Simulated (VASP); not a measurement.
Level of theory: r2SCAN meta-GGA, VASP's PBE PAW potentials (set 64) (plane waves; VASP).

A VASP calculation is set up with these files.

POSCAR:
```
Zn(001) slab
1
    2.6550785387     0.0000000000     0.0000000000
   -1.3275392693     2.2993658887     0.0000000000
    0.0000000000     0.0000000000    23.4768744767
Zn
4
Direct
  0.6666670000   0.3333330000   0.3486476094
  0.6666670000   0.3333330000   0.5495918678
  0.3333330000   0.6666670000   0.4504081322
  0.3333330000   0.6666670000   0.6513523906
```

**INCAR**
```
SYSTEM = Zn(001) slab
PREC = Normal
ENCUT = 400
EDIFF = 1E-6
NELM = 100
ALGO = Normal
LREAL = .FALSE.
LASPH = .TRUE.
ISMEAR = 1
SIGMA = 0.1
METAGGA = R2SCAN
LMIXTAU = .TRUE.
LMAXMIX = 4
LWAVE = .FALSE.
LCHARG = .FALSE.
NELMIN = 4
LDIPOL = .TRUE.
IDIPOL = 3
DIPOL = 0.5 0.5 0.5
LVHAR = .TRUE.
LORBIT = 11
```

### KPOINTS
```
Automatic mesh
0
G
  12 12 1
0 0 0
```

POTCAR, in this order: Zn (PBE.64 set). Program: vasp_std. Read from the step before: WAVECAR.

Estimate the energy per atom (σ→0), band gap (on the k-mesh).

| Item | Value |
|---|---|
| energy per atom (σ→0) | -8.814 eV/atom |
| band gap (on the k-mesh) | none (metal, semimetal or under 0.01 eV) |

### OSZICAR
```
       N       E                     dE             d eps       ncg     rms          rms(c)
DAV:   1    -0.352567332769E+02   -0.35257E+02   -0.20278E-05   912   0.810E-02    0.347E-03
DAV:   2    -0.352567289482E+02    0.43288E-05   -0.55707E-06   848   0.103E-01    0.287E-03
DAV:   3    -0.352567275639E+02    0.13843E-05   -0.99785E-07   600   0.292E-02    0.128E-03
DAV:   4    -0.352567273034E+02    0.26050E-06   -0.63124E-07   600   0.806E-03
   1 F= -.35256727E+02 E0= -.35255860E+02  d E =-.260141E-02
```

The cell is a thin slab with vacuum, built from Zn (hcp): (001) face.
